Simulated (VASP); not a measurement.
Given:

```
CeO2
1.0
    0.00000     2.76273     2.73290
    2.76248     0.00000     2.73290
    2.76248     2.76273     0.00000
Ce O
1 2
Cartesian
  0.00000   0.00000   0.00000
  1.38124   1.38136   1.36645
  4.22281   4.14410   4.09934
```

Method: PBE GGA, VASP's PBE PAW potentials (set 64) (plane waves; VASP). Settings: 520 eV cut-off, 6×6×6 Γ-centred mesh, Gaussian smearing of 0.050 eV, potentials Ce_3 O.

The 4f electrons are frozen in the core of the lanthanide potential, so 4f levels, which can set the real gap, and their magnetism are missing.

Give the force on each atom (eV/Å).

| atom | Fx | Fy | Fz |
|---|---|---|---|
| Ce1 | 0.485 | 0.000 | 0.000 |
| O2 | 0.186 | 0.000 | 0.000 |
| O3 | -0.671 | 0.000 | 0.000 |

Give the stress tensor in GPa (positive for a compressed cell).

```
23.28   0.00   0.00
 0.00  23.41   2.76
 0.00   2.76  22.78
```
The pressure is its mean diagonal, 23.16 GPa.

The compound is CeO2 in the fluorite structure. The cell was not relaxed at this level, atoms are displaced from their ideal sites. The k-mesh is coarse (spacing up to 0.33 per Å, 2π included), so the numbers may not be converged in it. The run is one of a series of settings (POTCAR Ce_3 O (PBE.64 set) against the base run), some of them coarse on purpose. The electron count is odd and the run is not spin-polarised, which forces a metal.
